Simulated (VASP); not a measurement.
Calculation: r2SCAN meta-GGA, VASP's PBE PAW potentials (set 64) (plane waves; VASP).

A VASP calculation is set up with these files.

**KPOINTS**
```
Automatic
0
Gamma
 12 12 12
```

**INCAR**
```
SYSTEM=Na
PREC=Accurate; ENCUT=480; LREAL=F
LASPH=T
EDIFF=1E-7; NELM=100; ALGO=Normal
LMIXTAU=T
ISMEAR=1; SIGMA=0.1
METAGGA=R2SCAN
ISIF=2
LWAVE=F; LCHARG=F
```

**POSCAR**
```
Na
1
   -2.0839576907     2.1464764214     2.1464764214
    2.0839576907    -2.1464764214     2.1464764214
    2.0839576907     2.1464764214    -2.1464764214
Na
1
Direct
  0.0000000000   0.0000000000   0.0000000000
```

POTCAR, in this order: Na_pv (PBE.64 set). Program: vasp_std.

Output

**OSZICAR**
```
       N       E                     dE             d eps       ncg     rms          rms(c)
DAV:   1     0.178177400966E+02    0.17818E+02   -0.39046E+03  2282   0.806E+02
DAV:   2    -0.358715453938E+01   -0.21405E+02   -0.21389E+02  2338   0.144E+02
DAV:   3    -0.401313390386E+01   -0.42598E+00   -0.42597E+00  2975   0.289E+01
DAV:   4    -0.401730662030E+01   -0.41727E-02   -0.41727E-02  2835   0.249E+00
DAV:   5    -0.401737012979E+01   -0.63509E-04   -0.63509E-04  3024   0.263E-01    0.192E-01
DAV:   6    -0.334319303507E+01    0.67418E+00   -0.13496E-01  2324   0.763E+00    0.322E-01
DAV:   7    -0.353355645745E+01   -0.19036E+00   -0.16429E-01  2317   0.424E+00    0.257E-01
DAV:   8    -0.353483798721E+01   -0.12815E-02   -0.34569E-03  2611   0.104E+00    0.345E-01
DAV:   9    -0.356815216137E+01   -0.33314E-01   -0.38321E-02  2282   0.365E+00    0.695E-02
DAV:  10    -0.356495719745E+01    0.31950E-02   -0.66594E-04  2401   0.436E-01    0.718E-02
DAV:  11    -0.356775345690E+01   -0.27963E-02   -0.69938E-03  2282   0.155E+00    0.359E-02
DAV:  12    -0.355249364777E+01    0.15260E-01   -0.41209E-03  2282   0.740E-01    0.310E-02
DAV:  13    -0.355228850709E+01    0.20514E-03   -0.68074E-04  2317   0.359E-01    0.280E-02
DAV:  14    -0.355246068949E+01   -0.17218E-03   -0.17926E-05  2408   0.503E-02    0.279E-02
DAV:  15    -0.355239980796E+01    0.60882E-04   -0.15191E-03  2296   0.355E-01    0.613E-03
DAV:  16    -0.355190256799E+01    0.49724E-03   -0.59360E-04  2282   0.166E-01    0.585E-03
DAV:  17    -0.355183990292E+01    0.62665E-04   -0.49652E-06  2527   0.391E-02    0.693E-03
DAV:  18    -0.355180683623E+01    0.33067E-04   -0.40118E-06  2296   0.264E-02    0.289E-03
DAV:  19    -0.355174929443E+01    0.57542E-04   -0.49904E-06  2296   0.229E-02    0.203E-03
DAV:  20    -0.355169819500E+01    0.51099E-04   -0.83667E-06  2296   0.197E-02    0.675E-04
DAV:  21    -0.355168367456E+01    0.14520E-04   -0.13506E-06  2296   0.119E-02    0.961E-04
DAV:  22    -0.355167650781E+01    0.71667E-05   -0.21474E-07  2779   0.504E-03    0.492E-04
DAV:  23    -0.355167342003E+01    0.30878E-05   -0.23883E-08  2198   0.205E-03    0.226E-04
DAV:  24    -0.355167318756E+01    0.23248E-06   -0.71533E-08  2296   0.214E-03    0.611E-05
DAV:  25    -0.355167395467E+01   -0.76712E-06   -0.15270E-09  1169   0.458E-04    0.321E-05
DAV:  26    -0.355167373557E+01    0.21910E-06   -0.18940E-09  1204   0.348E-04    0.883E-06
DAV:  27    -0.355167382977E+01   -0.94203E-07   -0.34759E-10  1183   0.198E-04
   1 F= -.35516738E+01 E0= -.35516647E+01  d E =-.273059E-04
```

OUTCAR:
```
------------------------ aborting loop because EDIFF is reached ----------------------------------------
  FORCE on cell =-STRESS in cart. coord.  units (eV):
  Direction    XX          YY          ZZ          XY          YZ          ZX
  --------------------------------------------------------------------------------------
  Total       -0.0506733     -0.0192575     -0.0192575      0.0000000      0.0000000      0.0000000
  in kB       -2.1139188     -0.8033602     -0.8033602      0.0000000      0.0000000      0.0000000
  external PRESSURE =      -1.2402131 kB  Pullay stress =       0.0000000 kB
  volume of cell :       38.41
      direct lattice vectors                 reciprocal lattice vectors
    -2.083957691  2.146476421  2.146476421     0.000000000  0.232939899  0.232939899
     2.083957691 -2.146476421  2.146476421     0.239928096  0.000000000  0.232939899
     2.083957691  2.146476421 -2.146476421     0.239928096  0.232939899  0.000000000
 POSITION                                       TOTAL-FORCE (eV/Angst)
 -----------------------------------------------------------------------------------
      0.00000      0.00000      0.00000        -0.000000      0.000000      0.000000
 -----------------------------------------------------------------------------------
    total drift:                                0.000000      0.000000      0.000000
  FREE ENERGIE OF THE ION-ELECTRON SYSTEM (eV)
  ---------------------------------------------------
  free  energy   TOTEN  =        -3.5516738298 eV

  energy  without entropy=       -3.5516465238  energy(sigma->0) =       -3.55166473
```
(Selected blocks of OUTCAR.)

The compound is Na in the bcc structure. This cell was strained or had an atom moved on purpose.
